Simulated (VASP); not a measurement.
# FeC23 (a cell with a defect) in VASP: a series of runs, part 2 of 2

VASP 6.6.1. The steps go on from the part before.

### Step 4. Single point, PBEsol, collinear spin, ferromagnetic start

INCAR reads:

```
ALGO = Normal ; EDIFF = 1E-5
ENCUT = 450 ; GGA = PS
ISIF = 2 ; ISMEAR = 0
ISPIN = 2 ; ISYM = 0
KPAR = 4 ; LASPH = True
LCHARG = False ; LMAXMIX = 4
LORBIT = 11 ; LREAL = Auto
LWAVE = False ; MAGMOM = 2 0 0 0 0 0 0 0 0 0 0 0 0 0 0 0 0 0 0 0 0 0 0 0
NBANDS = 72 ; NELM = 120
NUPDOWN = 2 ; PREC = Accurate
SIGMA = 0.03
```

KPOINTS reads:

```
k-points
0
Gamma
  3 4 4
```

POSCAR reads:

```
FeC23                                   
1.0
    0.0000000000      5.3503200000      5.3503200000
    3.5668800000      0.0000000000      3.5668800000
    3.5668800000      3.5668800000      0.0000000000
  Fe              C             
     1    23
Direct
     0.9941058467399687    0.0015947658391175    0.0015448538433791
     0.0004883876997670    0.0014471682375785    0.4975683943260661
     0.0005476052945744    0.4997632162095548    0.9991406163799518
     0.9999976832203495    0.5012175752377711    0.4995071355687417
     0.3324180758588697    0.0031494456080440    0.0010954708539399
     0.3387264240270494    0.0003939947072307    0.4904617664097872
     0.3389530145418347    0.4920346277996709    0.9985002774880773
     0.3319636770786374    0.5019783217182475    0.4998937598305562
     0.6679376726589238    0.0000868516379036    0.9978376726843389
     0.6591580069041912    0.0046654305227447    0.5064825312208954
     0.6591594258937805    0.5088218547967065    0.0023608575180629
     0.6670083656059919    0.5012646618836702    0.4990404454880168
     0.0937973054538472    0.1378256815084123    0.1354485614493706
     0.0968485534248469    0.1369901626925187    0.5805702722297019
     0.0973762120466274    0.5810202228855597    0.1354031434087954
     0.0840258749201532    0.6259469326372622    0.6237371020737916
     0.4259282867332579    0.1188673598511941    0.1170958771385432
     0.4120777119750750    0.1271204739727574    0.6300466760684755
     0.4120871829167793    0.6320874194749573    0.1251052776357894
     0.4176361822661977    0.6248178531677745    0.6228641058263200
     0.7110726643228823    0.1479545414421940    0.1452868711012672
     0.7504663538487540    0.1275323372202658    0.6237656344151588
     0.7505575313040213    0.6261154113823674    0.1251889915224966
     0.7475969552636004    0.6276146895664940    0.6253587055184778
```

Run with:

```
$ cat potpaw_PBE.64/Fe/POTCAR potpaw_PBE.64/C/POTCAR > POTCAR
$ mpirun -np 4 vasp_std > vasp.out
```

Run time: 3.9 min. Hardware: 4 MPI ranks of Intel Xeon 6975P-C (Granite Rapids), shared host; peak memory 0.46 GiB.

Results (log left out):

```yaml
Free_energy: -222.3782 eV
Largest_force: 0.259 eV/Å
Net_moment: 2.00 μB per cell
Site_moments: Fe +1.53; C +0.02, +0.01, -0.00, +0.00, +0.03 μB
Valence_electrons_inside_the_program's_atomic_spheres: Fe 8.64; C 2.60, 2.58, 2.62, 2.59, 2.61, 2.68, 2.65, 2.57, 2.55
```

Forces in eV/Å, atoms in the order of the input:
```
Fe   0.019 -0.102 -0.055
C    0.026 -0.006 -0.258
C    0.026 -0.254 -0.012
C    0.119 -0.020 -0.009
C    0.051  0.143  0.143
C   -0.021  0.021  0.018
C   -0.018  0.009  0.017
C    0.014  0.014  0.011
C    0.026 -0.149 -0.149
C    0.001  0.039 -0.017
C    0.007 -0.019  0.048
C   -0.014  0.001  0.010
C   -0.056  0.108  0.083
C   -0.103  0.192  0.123
C   -0.092  0.121  0.189
C   -0.003  0.019  0.010
C   -0.048 -0.013 -0.010
C    0.007 -0.021 -0.003
C    0.005 -0.008 -0.015
C    0.016 -0.012 -0.011
C    0.063 -0.053 -0.070
C   -0.012 -0.021 -0.008
C   -0.014  0.000 -0.041
C    0.000  0.010  0.008
```

Caveat: the k mesh is coarse (spacing up to 0.38 Å⁻¹), so the values aren't converged; the PAW data sets were made with another functional, which shifts forces and pressure a little; the total moment is fixed, so each spin has its own Fermi level.

### Step 5. Single point, HSE06, collinear spin, ferromagnetic start

POSCAR is that of step 4.

INCAR.step1 reads:

```
ALGO = Normal ; EDIFF = 1E-5
ENCUT = 450 ; GGA = PE
ISIF = 2 ; ISMEAR = 0
ISPIN = 2 ; ISYM = -1
KPAR = 2 ; LASPH = True
LMAXMIX = 4 ; LORBIT = 11
LREAL = Auto ; LWAVE = True
MAGMOM = 2 0 0 0 0 0 0 0 0 0 0 0 0 0 0 0 0 0 0 0 0 0 0 0 ; NBANDS = 72
NELM = 70 ; NKRED = 2
NUPDOWN = 2 ; PREC = Accurate
SIGMA = 0.03 ; TIME = 0.4
```

INCAR.step2 reads:

```
ALGO = Damped ; EDIFF = 1E-4
ENCUT = 450 ; GGA = PE
HFSCREEN = 0.2 ; ISIF = 2
ISMEAR = 0 ; ISPIN = 2
ISTART = 1 ; ISYM = -1
KPAR = 2 ; LASPH = True
LCHARG = False ; LHFCALC = True
LMAXMIX = 4 ; LORBIT = 11
LREAL = Auto ; LWAVE = False
MAGMOM = 2 0 0 0 0 0 0 0 0 0 0 0 0 0 0 0 0 0 0 0 0 0 0 0 ; NBANDS = 72
NELM = 70 ; NKRED = 2
NUPDOWN = 2 ; PREC = Accurate
PRECFOCK = Fast ; SIGMA = 0.03
TIME = 0.4
```

KPOINTS reads:

```
k-points
0
Gamma
  2 2 2
```

Run with:

```
$ cat potpaw_PBE.64/Fe/POTCAR potpaw_PBE.64/C/POTCAR > POTCAR
$ cp INCAR.step1 INCAR
$ mpirun -np 4 vasp_std > vasp.out
$ cp INCAR.step2 INCAR
$ mpirun -np 4 vasp_std > vasp.out
```

It took 5.2 min on 4 MPI ranks of Intel Xeon 6975P-C (Granite Rapids), shared host; peak memory 0.42 GiB.

The run converged. Its results:

```yaml
Free_energy: -248.6550 eV
Largest_force: 0.470 eV/Å
Net_moment: 2.00 μB per cell
Site_moments: Fe +1.82; C +0.02, +0.01, +0.00, -0.00, -0.04, -0.03 μB
Valence_electrons_inside_the_program's_atomic_spheres: Fe 8.69; C 2.60, 2.58, 2.63, 2.59, 2.62, 2.69, 2.67, 2.57, 2.56
```

Forces in eV/Å, atoms in the order of the input:
```
Fe  -0.035 -0.015 -0.125
C   -0.007  0.094  0.037
C   -0.010  0.123  0.082
C   -0.281  0.047  0.035
C   -0.031  0.271  0.276
C   -0.050  0.043  0.072
C   -0.042  0.057  0.063
C    0.007  0.035  0.030
C    0.065 -0.184 -0.163
C    0.044 -0.019 -0.046
C    0.059 -0.061 -0.021
C   -0.030  0.012  0.022
C    0.448 -0.014  0.141
C   -0.151 -0.316  0.287
C   -0.117  0.148 -0.415
C    0.068 -0.061 -0.086
C    0.046 -0.121 -0.123
C   -0.026 -0.035 -0.007
C   -0.037 -0.004 -0.020
C    0.033 -0.020 -0.018
C    0.024  0.042  0.036
C    0.023 -0.040  0.008
C    0.018  0.021 -0.060
C   -0.020 -0.005 -0.005
```

Caveat: the k mesh is coarse (spacing up to 0.76 Å⁻¹), so the values aren't converged, least of all with exact exchange; the PAW data sets were made with another functional, which shifts forces and pressure a little; the total moment is fixed, so each spin has its own Fermi level.

### Step 6. Single point, PBEsol, collinear spin, ferromagnetic start

INCAR reads:

```
SYSTEM = FeC23
PREC = Accurate ; ENCUT = 450
EDIFF = 1E-5 ; ISMEAR = 0
SIGMA = 0.03 ; LREAL = Auto
LASPH = .True. ; NELM = 120
ALGO = Normal ; ISIF = 2
LWAVE = .False. ; LCHARG = .False.
ISPIN = 2 ; MAGMOM = 2 0 0 0 0 0 0 0 0 0 0 0 0 0 0 0 0 0 0 0 0 0 0 0
LORBIT = 11 ; NUPDOWN = 2
LMAXMIX = 4 ; GGA = PS
ISYM = 0 ; KPAR = 4
```

KPOINTS reads:

```
Automatic mesh
0
Gamma
  3 4 4
  0 0 0
```

POSCAR is that of step 5.

Potentials or basis: VASP PAW PBE potentials, release 64 (Fe, C).

Run with:

```
$ cat potpaw_PBE.64/Fe/POTCAR potpaw_PBE.64/C/POTCAR > POTCAR
$ mpirun -np 4 vasp_std > vasp.out
```

Wall time 5.3 min (4 MPI ranks of Intel Xeon Platinum 8259CL at 2.50GHz (Skylake/Cascade Lake), shared host); peak memory 0.45 GiB.

Results (log left out):

| Item | Value |
| --- | --- |
| Free energy | -222.3782 eV |
| Largest force | 0.259 eV/Å |
| Net moment | 2.00 μB per cell |
| Site moments | Fe +1.53; C +0.02, +0.01, -0.00, +0.00, +0.03 μB |
| Valence electrons inside the program's atomic spheres | Fe 8.64; C 2.60, 2.58, 2.62, 2.59, 2.61, 2.68, 2.65, 2.57, 2.55 |

Forces in eV/Å, atoms in the order of the input:
```
Fe   0.019 -0.102 -0.055
C    0.026 -0.006 -0.257
C    0.026 -0.254 -0.012
C    0.119 -0.020 -0.009
C    0.051  0.143  0.143
C   -0.021  0.021  0.018
C   -0.018  0.009  0.017
C    0.014  0.014  0.011
C    0.026 -0.149 -0.149
C    0.001  0.039 -0.017
C    0.007 -0.019  0.048
C   -0.014  0.001  0.010
C   -0.056  0.108  0.083
C   -0.103  0.193  0.122
C   -0.092  0.121  0.189
C   -0.002  0.018  0.010
C   -0.048 -0.013 -0.010
C    0.007 -0.021 -0.003
C    0.005 -0.008 -0.015
C    0.016 -0.012 -0.012
C    0.063 -0.053 -0.069
C   -0.012 -0.021 -0.009
C   -0.014  0.000 -0.041
C    0.000  0.010  0.008
```

Caveat: the k mesh is coarse (spacing up to 0.38 Å⁻¹), so the values aren't converged; the PAW data sets were made with another functional, which shifts forces and pressure a little; the total moment is fixed, so each spin has its own Fermi level.

### Step 7. The runs side by side

```csv
level,fixed moment (μB),k mesh,grid for exact exchange (PRECFOCK),screening parameter,moment (μB),largest force (eV/Å)
PBEsol,4,3 × 4 × 4,-,-,4.00,0.16
HSE06,4,2 × 2 × 2,Fast,0.2 1/A,4.00,0.47
PBEsol,2,3 × 4 × 4,-,-,2.00,0.26
HSE06,2,2 × 2 × 2,Fast,0.2 1/A,2.00,0.47
```

Some of these runs hold the atoms at other places in the same cell, which the table doesn't show; runs alike in all that it shows share one row.

Alike in all rows: task single point; potentials or basis VASP PAW PBE potentials, release 64 (Fe, C); spin collinear, ferromagnetic start; cell as given; cutoff (eV) 450; smearing gaussian 0.03 eV; the mesh is coarse, so values aren't converged.

Caveats: all runs use coarse meshes; the PAW data sets were made with another functional, which shifts forces and pressure a little; the total moment is fixed, so each spin has its own Fermi level.

Absolute energies hang on the potentials; compare differences alone.
